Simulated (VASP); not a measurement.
## LaBe: relaxation of cell and atoms with PBE

The system is LaBe.

```xyz
2
Lattice="3.5986 0.0000 0.0000 0.0000 3.5986 0.0000 0.0000 0.0000 3.5986" Properties=species:S:1:pos:R:3 pbc="T T T"
La    0.0000    0.0000    0.0000
Be    1.7993    1.7993    1.7993
```

The cell was built by a generator and needn't be a form met in nature.

```
Program                : VASP 6.6.1
Task                   : relaxation of cell and atoms
Functional             : PBE
Potentials or basis    : VASP PAW PBE potentials, release 64 (La, Be)
Cutoff                 : 600 eV
k mesh                 : 7 × 7 × 7
Occupations            : methfessel-paxton, width 0.2 eV
Spin                   : no spin polarisation
Further INCAR settings : ALGO = Normal; EDIFF = 1e-06; IBRION = 2; EDIFFG = -0.01; NSW = 40; ISIF = 3
```

- Relaxed volume: 23.39 Å³/atom
- Relaxed cell: a = 3.603 Å, b = 3.603 Å, c = 3.603 Å, α = 90.00°, β = 90.00°, γ = 90.00°
- Space group after relaxing (to 0.05 Å): Pm-3m (No. 221)
- Energy gained by relaxing: 0.1 meV/atom
- Ionic steps: 2
- Pressure after relaxing: 0.0 GPa
- Band gap on the k mesh: none (metal or under the smearing width)

The path:
```
step  energy change (eV)  largest force (eV/Å)  pressure (GPa)  volume (Å³)
   1              0.0000                0.0000            0.18        46.60
   2             -0.0001                0.0000            0.02        46.77
```

Final structure:
```
La Be
1.0
     3.60306    0.00000    0.00000
     0.00000    3.60306    0.00000
     0.00000    0.00000    3.60306
La Be
1 1
Direct
  0.00000 0.00000 0.00000
  0.50000 0.50000 0.50000
```

Levels at points of the mesh, in eV from the Fermi level:
```csv
k point,band 2,band 3,band 4,band 5,band 6,band 7,band 8,band 9,band 10
"(0.00, 0.00, 0.00)",-15.71,-15.71,-15.71,-5.02,-0.47,-0.47,2.01,2.01,2.01
```

Wall time 15 s on 1 thread of Intel(R) Xeon(R) 6975P-C (Granite Rapids), on a shared host, peak memory 0.18 GiB.

Spin-orbit coupling is left out, which matters for the levels of La.
